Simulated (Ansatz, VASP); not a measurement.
# AsN (honeycomb AsN monolayer): VASP beside Ansatz

One calculation is typed for both programs; each brings its own data sets. How far apart do they land? The structure shown is the start of the Ansatz relaxation below; VASP solves that cell, so the two are compared at the walk's first step.

Calculated with Ansatz 0.2.0; plane waves, with VASP 6.6.1 beside it; single point at PBE with D3(BJ).

## (1) Set-up

The cell holds 2 atoms: 1 N and 1 As. Its edges and angles: a = 2.980 Å, b = 2.980 Å, c = 32.970 Å, α = 90.0°, β = 90.0°, γ = 120.0°. Vacuum lies along c.

## (2) Ansatz: relaxation, PBE with D3(BJ)

Ansatz runs on its PAW soft_1 files.

The two programs are compared at the cell with which this relaxation starts, whose forces are those of its first step.

input.yaml

```yaml
crystal:
  lattice:
    - [2.98, 0.0, 0.0]
    - [-1.49, 2.5807557033, 0.0]
    - [0.0, 0.0, 32.9699999985]
  atoms:
    - { symbol: "N", position: [0.6666666667, 0.3333333333, 0.4852896573] }
    - { symbol: As, position: [0.3333333333, 0.6666666667, 0.5147103427] }
  periodic: [true, true, false]
kpoints:
  mp_grid: { grid: [12, 12, 1] }
hamiltonian:
  xc: pbe
  dispersion: d3bj
  pseudopotentials: { kind: paw, azcp: { folder: soft_1 } }
scf:
  occupations: { method: fermi_dirac, width: 0.05 }
  convergence: { dr2_threshold: 1.0e-09 }
relax:
  f_tol: 0.004
  max_steps: 90
  cell: {}
output:
  write_potential: true
  write_density: true
  volumetric_format: npy
```

Run with:

```console
ansatz run input.yaml --threads 2 --pin off --max-ram 3072MiB --backend cpu --events-out ev --progress --plain --runs-dir out
```

Numbers of over 12 decimals in the logs are rounded to 6 here.

The program printed:

```text
Warning: relax.cell: scf.convergence.dr2_threshold = 1e-9 eV is looser than the 1.66194535762e-10 eV advised for a relaxation that steers and ends on the stress (1e-10 eV for each atom of the cell: 2, times the square of relax.cell.stress_2d_tol = 0.05 N/m over 11.0 Å (the atoms' height at the walk's start and 5 Å past either face), 4.558e-2 GPa, over a crystal's default 0.05). What an SCF threshold leaves in a stress goes as its square root, and in the free energy as the threshold itself, and one threshold admits the most on a small cell: [figures from the program's tests cut] Set scf.convergence.dr2_threshold to 1.66194535762e-10 eV or tighter. [rest of the remark cut]
Engine: ansatz 0.2.0, aarch64-unknown-linux-gnu
Pseudopotentials: kind: paw
Pseudopotential: N, paw, valence charge 5, recommended cutoff 420 eV (normal), soft_1/N.paw.azcp
Pseudopotential: As, paw, valence charge 15, recommended cutoff 420 eV (normal), soft_1/As.paw.azcp
Functional definition: PBE
  parameter kappa = 0.804
  parameter beta = 0.066725
  exchange = pbe_x(kappa = kappa, mu = beta*pi^2/3)
  correlation = pbe_c(beta = beta)
Crystal: 2 atoms, lattice volume = 253.561 Å³
Basis set: ecut = 420 eV, 4827 PW (Γ), exchange–correlation on 40×40×450 points (8 copies of the dense FFT grid, shifted against one another)
Bands: 14, of which v1, the nominal top of the filled ones, is band 10 counted from 1 (9 counted from 0)
Symmetry: 6 space group operations
Space group: P3m1 (ITA 156), of the structure as read, at distance tolerance 6.3e-5 Å
k-points: 19 of 144 (time reversal used)
Non-local potential: N, projectors of the file, l = 0: 2, l = 1: 2, l = 2: 1
Non-local potential: As, projectors of the file, l = 0: 2, l = 1: 2, l = 2: 3, l = 3: 1
PAW form: soft (Blöchl's): semilocal exchange-correlation on the pseudo side does not see the compensation charge
PAW one-centre angular grid: N, 110 points (default); XC on 64 Gauss nodes
PAW one-centre angular grid: As, 590 points (default); XC on 64 Gauss nodes
Initial density: superposition of atomic densities (neutral atoms: chi_scale 0, normalization atom)
Initial wavefunctions: pseudopotential atomic-orbital guess
Functional: x = pbe(κ = 0.804, μ = 0.219515), c = pbe(β = 0.066725)
SCF iter   1: F=—  HF=-5240.756950 eV  |F-HF|=—  |Δ(HF+E_count)|=         —  Δρ=4.54e-2  dr2=9.00e0  ethr=3.10e-3  ⟨swp⟩=11.1  Hψ=2147  notcnv=0
preconditioner: auto → Resta (q_TF=auto, 1.787 Å⁻¹)  ε∞=1.3  [insulator: Δε(μ)=2.977 eV  Ē_g=13.243 eV  σ=0.050 eV  W_gap=1.00  n_scr=18 (ndim 8)  ℏωp=7.4 eV  f_vac=0.841  D(μ)=0.00/eV (n_scr^D=0)  ε∞_Penn≈1.3  vacuum switching on, ρ_ref=1.3e-2 e/Å³]
SCF iter   2: F=—  HF=-5242.897103 eV  |F-HF|=—  |Δ(HF+E_count)|=    2.14e0  Δρ=6.34e-2  dr2=3.38e1  ethr=3.10e-3  ⟨swp⟩=7.8  Hψ=1158  notcnv=0  defer=1  recentre
SCF iter   3: F=—  HF=-5239.348238 eV  |F-HF|=—  |Δ(HF+E_count)|=    3.55e0  Δρ=1.69e-2  dr2=1.27e0  ethr=3.10e-3  ⟨swp⟩=5.9  Hψ=1060  notcnv=0
SCF iter   4: F=—  HF=-5239.153913 eV  |F-HF|=—  |Δ(HF+E_count)|=   1.94e-1  Δρ=6.21e-3  dr2=4.16e-2  ethr=3.10e-3  ⟨swp⟩=3.3  Hψ=536  notcnv=0
SCF iter   5: F=—  HF=-5239.149309 eV  |F-HF|=—  |Δ(HF+E_count)|=   4.60e-3  Δρ=6.91e-4  dr2=9.80e-4  ethr=2.08e-4  ⟨swp⟩=4.7  Hψ=700  notcnv=0
SCF iter   6: F=—  HF=-5239.149390 eV  |F-HF|=—  |Δ(HF+E_count)|=   8.12e-5  Δρ=2.88e-4  dr2=2.06e-4  ethr=4.90e-6  ⟨swp⟩=3.6  Hψ=580  notcnv=0
SCF iter   7: F=—  HF=-5239.149371 eV  |F-HF|=—  |Δ(HF+E_count)|=   1.92e-5  Δρ=3.81e-5  dr2=4.97e-6  ethr=1.03e-6  ⟨swp⟩=3.1  Hψ=423  notcnv=0
SCF iter   8: F=—  HF=-5239.149366 eV  |F-HF|=—  |Δ(HF+E_count)|=   4.97e-6  Δρ=9.76e-6  dr2=1.57e-7  ethr=2.48e-8  ⟨swp⟩=3.4  Hψ=479  notcnv=0
SCF iter   9: F=—  HF=-5239.149358 eV  |F-HF|=—  |Δ(HF+E_count)|=   7.60e-6  Δρ=2.82e-6  dr2=3.71e-8  ethr=7.85e-10  ⟨swp⟩=3.6  Hψ=534  notcnv=0
SCF iter  10: F=-5239.149358 eV  HF=-5239.149358 eV  |F-HF|=3.73e-11  |Δ(HF+E_count)|=   2.86e-9  Δρ=4.30e-7  dr2=2.91e-10  ethr=5.00e-12  ⟨swp⟩=10.5  Hψ=2177  notcnv=0
SCF 1 converged in 10 iterations: F = -5239.149358 eV  dr2 = 2.91e-10
  greatest PAW one-centre occupation: 0.999 electrons in one spin orbital (limit 2), on the As atom at site 1 (counted from 0), in its partial waves of l = 2
[...]
SCF iter   5: F=-5239.160265 eV  HF=-5239.160265 eV  |F-HF|=1.07e-10  |Δ(HF+E_count)|=   3.68e-9  Δρ=6.17e-7  dr2=4.75e-10  ethr=5.00e-12  ⟨swp⟩=12.1  Hψ=1879  notcnv=0
SCF 4 converged in 5 iterations: F = -5239.160265 eV  dr2 = 4.75e-10
relax step   4: F+E_penalty+E_count = -5239.16026496 eV  Δ(F+E_penalty+E_count) = +2.799e-5 eV  max|allowed force component| = 4.561e-3 eV/Å  Δτ_max = 0.0005 Å  P = -0.008 N/m  Ω = 248.789 Å³  energy of the carried Pulay correction = +6.821e-4 eV  fix = [c, alpha, beta]  reactions: c -0.000 N/m  (5 SCF iters, accepted)
[...]
relax step   5: F+E_penalty+E_count = -5239.16027212 eV  Δ(F+E_penalty+E_count) = -7.157e-6 eV  max|allowed force component| = 2.230e-5 eV/Å  Δτ_max = 0.0002 Å  P = -0.001 N/m  Ω = 248.747 Å³  energy of the carried Pulay correction = +6.881e-4 eV  fix = [c, alpha, beta]  reactions: c -0.000 N/m  (5 SCF iters, accepted)
[...]
relax step   6: F+E_penalty+E_count = -5239.15965838 eV  Δ(F+E_penalty+E_count) = +6.137e-4 eV  max|allowed force component| = 7.637e-5 eV/Å  Δτ_max = 0.0000 Å  P = -0.019 N/m  Ω = 248.747 Å³  fix = [c, alpha, beta]  reactions: c -0.000 N/m  stress off target by 1.90e-2 N/m on what of the cell is left free  SCF on the basis re-selected at this cell (its energy is not comparable with the rows above)  (5 SCF iters)
basis re-selected at this cell: Δ(F+E_penalty+E_count) = +6.137e-4 eV, ΔP = -0.018 N/m vs the last step (what re-selecting the basis moved, of the pressure what is left beyond the Pulay correction that the steps carried, after the strain that the cell walked since its last selection, with what the two solves' SCF thresholds leave and, on support functions, any second-order correction that the steps lacked; it is no m [...]
WARN: The output density's exchange-correlation potential varies sharply where the density is thin. Do not read a vacuum level from v_tot or v_xc, or from such a field of the output density. On a cell that repeats whose density bears no net charge and no dipole along the vacuum's axis use v_es (v_loc + v_h of the components); under efield.dipole_correction with no amplitude use v_es + v_field, which holds any externa [...]
SCF converged after 5 iterations
Free energy (F): -5239.159658 eV
Harris-Foulkes:  -5239.159658 eV  (|F-HF|=5.28e-11)
Internal energy: -5239.159658 eV  (E = F + TS)
E sigma→0 (E₀):  -5239.159658 eV
Fermi energy:    -5.621846 eV
--- Per-component energies (eV) ---
  E_band       = -554.860904
  E_kinetic    = 222.223669
  E_local      = -38033.656740  (includes V_loc(G=0)·N_el)
  E_nonlocal   = -355.953201
  E_hartree    = 18946.676129
  E_xc         = -128.749933
  E_vxc        = -147.558941  (∫ρ·V_xc dr)
  E_paw        = -2141.654222  (= ΣΔE_a)
  E_vpaw       = -133.268555  (= ΣTr[D̂ρ^β])
  E_aug_tail   = 0.000821  (compensation charges beyond the density's cutoff)
  E_ewald      = 16252.248834
  E_disp       = -0.295016  (pairwise vdW)
  E_smearing   = -0.000000  (= −TS)
  E_closure    = 0.000000  (closes the sum)
  Σ components = -5239.159658   (vs F -5239.159658, Δ=0.00e0)
--- Forces (eV/Å), atoms counted from 1 ---
  atom   1  N      0.00000000    -0.00000000     0.00007522
  atom   2  As     0.00000000    -0.00000000    -0.00007752
  max |Σ_I F_I| component: 2.30e-6 eV/Å
--- 2D stress c σ (N/m, compression-positive) ---
       -0.019027      -0.000000      -0.000000
       -0.000000      -0.019027      -0.000000
       -0.000000      -0.000000      -0.000000
  P = ½ c Tr σ = -0.0190 N/m
--- Band table (eV; the first three rows and the last of 19) ---
  k-point 0: bands = [... 6 lower, -14.3514, -8.1431, -8.1431, -7.0737, -3.9355, -1.2334 (-1.2348°), -0.6045, -0.1159]
  k-point 1: bands = [... 6 lower, -14.2866, -8.8929, -8.3056, -6.9623, -3.4199, -1.0713 (-1.0726°), -0.6342, -0.4348]
  k-point 2: bands = [... 6 lower, -14.1756, -10.2750, -8.7112, -6.7966, -2.8389, -1.4641 (-1.4641°), -0.4680, 0.0553]
  k-point 18: bands = [... 6 lower, -16.9066, -13.2114, -9.0250, -7.9511, -3.9196, -1.3531, 1.1628, 4.8403]
  ° read free of the cell's end (the report's vacuum.weakly_bound_levels)
--- Relaxed structure (5 steps of the walk, 5 accepted, 1 SCFs on fresh bases) ---
  F+E_penalty+E_count = -5239.15965838 eV   max|allowed force component| = 7.637e-5 eV/Å   (the final SCF, on the basis selected at the relaxed cell)
  cell:  # Å, volume = 248.7472 Å³
    - [2.951578, 0.0, 0]
    - [-1.475789, 2.556142, 0]
    - [0, 0, 32.9699999985]
  atoms:
    - { symbol: N, position: [0.666667, 0.333333, 0.485539] }
    - { symbol: As, position: [0.333333, 0.666667, 0.514461] }
```

The column dr2 measures how far the density is from self-consistency, as an energy; F and HF (Harris–Foulkes) agree once it is small.

## (3) VASP: single point, PBE with D3(BJ), start cell

The same cell, functional, mesh and smearing now go to VASP, with its own data sets.

Lines of VASP's logs that name or quote its potential files are left out, and so is its time.

INCAR

```
SYSTEM = AsN
PREC = Accurate
ENCUT = 520
EDIFF = 1E-06
NELM = 120
ISMEAR = -1
SIGMA = 0.05
LREAL = .FALSE.
ALGO = Normal
GGA = PE
IVDW = 12
NBANDS = 11
LORBIT = 11
LWAVE = .FALSE.
LCHARG = .FALSE.
ISIF = 2
LDIPOL = .TRUE.
IDIPOL = 3
DIPOL = 0.5 0.5 0.5
LVHAR = .TRUE.
LASPH = .TRUE.
GGA_COMPAT = .FALSE.
EFERMI = MIDGAP
NELMDL = -8
```

POSCAR

```
AsN
1.0
    2.9800000000      0.0000000000      0.0000000000
   -1.4900000000      2.5807560000      0.0000000000
    0.0000000000      0.0000000000     32.9700000000
N As
1 1
Direct
    0.6666666667      0.3333333333      0.4852896573
    0.3333333334      0.6666666666      0.5147103427
```

KPOINTS

```
Automatic mesh
0
Gamma
12 12 1
0 0 0
```

The projector-augmented-wave data sets are N and As (PBE family, release 64).

Run with:

```console
mpirun -np 1 vasp_std
```

The program printed:

```text
[banner, memory and clock lines left out]
running    1 mpi-ranks, on    1 nodes
 distrk:  each k-point on    1 cores,    1 groups
 distr:  one band on    1 cores,    1 groups

 POSCAR found type information on POSCAR N As
 POSCAR found :  2 types and       2 ions
 LDA part: xc-table for (Slater+PW92), standard interpolation
 POSCAR, INCAR and KPOINTS ok, starting setup
 FFT: planning ... GRIDC
 FFT: planning ... GRID_SOFT
 FFT: planning ... GRID
 WAVECAR not read
 entering main loop
       N       E                     dE             d eps       ncg     rms          rms(c)
DAV:   1     0.865960466752E+02    0.86596E+02   -0.31512E+03   418   0.600E+02
DAV:   2    -0.217753669670E+01   -0.88774E+02   -0.73178E+02   690   0.983E+01
DAV:   3    -0.131886614048E+02   -0.11011E+02   -0.10979E+02   638   0.608E+01
DAV:   4    -0.133943810975E+02   -0.20572E+00   -0.20566E+00   662   0.961E+00
DAV:   5    -0.133947423840E+02   -0.36129E-03   -0.36127E-03   616   0.353E-01
DAV:   6    -0.133947452288E+02   -0.28448E-05   -0.28448E-05   632   0.181E-02
DAV:   7    -0.133947452322E+02   -0.34352E-08   -0.34377E-08   660   0.697E-04
DAV:   8    -0.133947452322E+02   -0.40927E-11    0.52224E-11   611   0.287E-05    0.835E+00
DAV:   9    -0.119933156049E+02    0.14014E+01   -0.20958E+01   599   0.222E+01    0.414E+00
DAV:  10    -0.117726297268E+02    0.22069E+00   -0.24762E+00   560   0.806E+00    0.224E+00
DAV:  11    -0.117531194576E+02    0.19510E-01   -0.18857E-01   600   0.310E+00    0.319E-01
DAV:  12    -0.117530417470E+02    0.77711E-04   -0.72301E-03   589   0.550E-01    0.179E-01
DAV:  13    -0.117538139714E+02   -0.77222E-03   -0.22431E-03   609   0.300E-01    0.614E-02
DAV:  14    -0.117539673283E+02   -0.15336E-03   -0.22481E-04   538   0.106E-01    0.214E-02
DAV:  15    -0.117541702352E+02   -0.20291E-03   -0.62001E-05   566   0.429E-02    0.955E-03
DAV:  16    -0.117543618878E+02   -0.19165E-03   -0.44676E-05   537   0.298E-02    0.517E-03
DAV:  17    -0.117544741602E+02   -0.11227E-03   -0.14310E-05   559   0.155E-02    0.282E-03
DAV:  18    -0.117545698595E+02   -0.95699E-04   -0.25330E-05   491   0.166E-02    0.135E-03
DAV:  19    -0.117545909804E+02   -0.21121E-04   -0.17161E-06   583   0.501E-03    0.974E-04
DAV:  20    -0.117546091862E+02   -0.18206E-04   -0.11329E-06   521   0.321E-03    0.702E-04
DAV:  21    -0.117546154090E+02   -0.62228E-05   -0.27600E-07   569   0.171E-03    0.341E-04
DAV:  22    -0.117546172407E+02   -0.18317E-05   -0.31817E-08   425   0.724E-04    0.177E-04
DAV:  23    -0.117546182747E+02   -0.10341E-05   -0.29194E-08   488   0.460E-04    0.115E-04
DAV:  24    -0.117546185147E+02   -0.23991E-06   -0.56900E-09   483   0.183E-04
   1 F= -.12043672E+02 E0= -.12043672E+02  d E =-.712673E-09
```

Parts of OUTCAR (step 3):

```text
ion  position               nearest neighbor table
   1  0.667  0.333  0.485-   2 1.98   2 1.98   2 1.98
   2  0.333  0.667  0.515-   1 1.98   1 1.98   1 1.98

  LATTYP: Found a hexagonal cell.
 ALAT       =     2.9800000000
 C/A-ratio  =    11.0637583893

 Subroutine GETGRP returns: Found  6 space group operations
 (whereof  6 operations were pure point group operations)

The static configuration has the point symmetry C_3v.

 Found     19 irreducible k-points:

   k-points           NKPTS =     19   k-points in BZ     NKDIM =     19   number of bands    NBANDS=     11

   dimension x,y,z NGX =    24 NGY =   24 NGZ =  250
   dimension x,y,z NGXF=    48 NGYF=   48 NGZF=  500

   ENCUT  =  520.0 eV  38.22 Ry    6.18 a.u.   5.54  5.54 61.30*2*pi/ulx,y,z

   NELECT =      10.0000    total number of electrons

 k-points in reciprocal lattice and weights: Automatic mesh
   0.00000000  0.00000000  0.00000000       0.007
   0.08333333  0.00000000  0.00000000       0.042
   0.16666667 -0.00000000  0.00000000       0.042
   0.25000000  0.00000000  0.00000000       0.042
   0.33333333 -0.00000000  0.00000000       0.042
   0.41666667 -0.00000000  0.00000000       0.042
   0.50000000  0.00000000  0.00000000       0.021
   0.08333333  0.08333333  0.00000000       0.042
   0.16666667  0.08333333  0.00000000       0.083
[...]
0.33333333  0.25000000  0.00000000       0.083
   0.33333333  0.33333333  0.00000000       0.014

 dipolmoment           0.000000      0.000000     -0.082718 electrons x Angstroem

 average (electrostatic) potential at core
       1 -73.7328       2 -60.2155

 E-fermi :  -4.4109

 k-point     1 :       0.0000    0.0000    0.0000
  band No.  band energies     occupation
      1     -22.9646      2.00000
      2     -13.0872      2.00000
      3      -6.8492      2.00000
      4      -6.8492      2.00000
      5      -5.8064      2.00000
      6      -2.9076      0.00000
      7      -0.0464      0.00000
      8       0.4227      0.00000
      9       0.9169      0.00000
     10       0.9169      0.00000
    ...

 k-point     2 :       0.0833    0.0000    0.0000
  band No.  band energies     occupation
      1     -22.8415      2.00000
      2     -13.0310      2.00000
      3      -7.5875      2.00000
      4      -7.0070      2.00000
      5      -5.7033      2.00000
      6      -2.3858      0.00000
      7       0.1064      0.00000
      8       0.4231      0.00000
      9       0.5865      0.00000
     10       1.0439      0.00000
    ...

 k-point     3 :       0.1667   -0.0000    0.0000
  band No.  band energies     occupation
      1     -22.4780      2.00000
      2     -12.9449      2.00000
      3      -8.9292      2.00000
      4      -7.4009      2.00000
      5      -5.5503      2.00000
      6      -1.7920      0.00000
      7      -0.3713      0.00000
      8       0.6812      0.00000
      9       1.0636      0.00000
     10       1.3067      0.00000
    ...

 Edisp (eV)   -0.28905

  Total      -0.61212    -0.61212    -0.28191     0.00000    -0.00000     0.00000
  in kB      -3.86778    -3.86778    -1.78130     0.00000    -0.00000     0.00000
  external pressure =       -3.17 kB  Pullay stress =        0.00 kB

  energy-cutoff  :      520.00
  volume of cell :      253.56
      direct lattice vectors                 reciprocal lattice vectors
     2.980000000  0.000000000  0.000000000     0.335570470  0.193741679  0.000000000
    -1.490000000  2.580756000  0.000000000     0.000000000  0.387483358  0.000000000
     0.000000000  0.000000000 32.970000000     0.000000000  0.000000000  0.030330604

 POSITION                                       TOTAL-FORCE (eV/Angst)
 -----------------------------------------------------------------------------------
      1.49000      0.86025     16.00000        -0.000000     -0.000000      0.276692
      0.00000      1.72050     16.97000         0.000000      0.000000     -0.276692
 -----------------------------------------------------------------------------------
    total drift:                               -0.000000     -0.000006     -0.000169

  FREE ENERGIE OF THE ION-ELECTRON SYSTEM (eV)
  ---------------------------------------------------
  free  energy   TOTEN  =       -12.0436724289 eV

  energy  without entropy=      -12.0436724282  energy(sigma->0) =      -12.04367243

 vacuum level on the upper side and lower side of the slab         0.243         2.189

 total charge
# of ion       s       p       d       tot
------------------------------------------
    1        1.303   2.313   0.000   3.617
    2        1.270   1.328   0.118   2.715
--------------------------------------------------
tot          2.573   3.641   0.118   6.332

[... 3 further parts left out ...]
```

## (4) Comparison

Known differences besides the potentials themselves: Ansatz cuts the interaction across the vacuum, VASP repeats the sheet with a dipole correction; the data sets hold 20 valence electrons in Ansatz (on its PAW soft_1 files) and 10 in VASP; the cutoff is 420 eV in Ansatz and 520 eV in VASP. Total energies have different zeros and are not compared.

Forces (eV/Å; atoms numbered as in POSCAR):

```
atom        Ansatz x, y, z          VASP x, y, z
  N1   0.000, 0.000, 0.378   0.000, 0.000, 0.277
 As2  0.000, 0.000, -0.378  0.000, 0.000, -0.277
```

The forces differ by 58 meV/Å r.m.s., which is 36.5 % of the r.m.s. force of 0.160 eV/Å (both taken over all components). With vacuum in the cell, a pressure given here is an average over mostly empty space and none of the material.

## (5) Further runs

Further runs change the set-up of one program: Ansatz's method, potentials or start, or VASP's data sets, cutoff or form of LDA. The table gives that difference for each run.

```
                               run  r.m.s. force difference (meV/Å)
                          as above                               58
VASP with the data sets N and As_d                              1.7
```

## (6) Outcome

```
r.m.s. force difference (single point, PBE with D3(BJ), start cell) : 58 meV/Å
```

The r.m.s. force difference is 58 meV/Å (single point, PBE with D3(BJ), start cell), beyond the 12 meV/Å picked in this series as the mark of a large difference. The data sets hold unlike numbers of valence electrons (20 in Ansatz and 10 in VASP), so part of the differences comes from the potentials. Single point, PBE with D3(BJ), start cell, VASP with the data sets N and As_d: r.m.s. force difference goes from 58 to 1.7 meV/Å. 1 further run of this series is not shown here. Such differences can come from data sets, numerical settings and the points named under the comparisons, not from the functional's error against experiment.

[Lines on the potential files, build, host, timing and source positions are cut from VASP's logs without a mark.]

[Logs are printed without paths, hosts, clocks, repeated set-up lines and the standing remarks that a program may print on its own settings, such as how far it seeks lower states.]

[Hosts, paths, dates, database ids (printed as entryN), source tags and the programs' standing remarks are cut or masked in the printed files.]
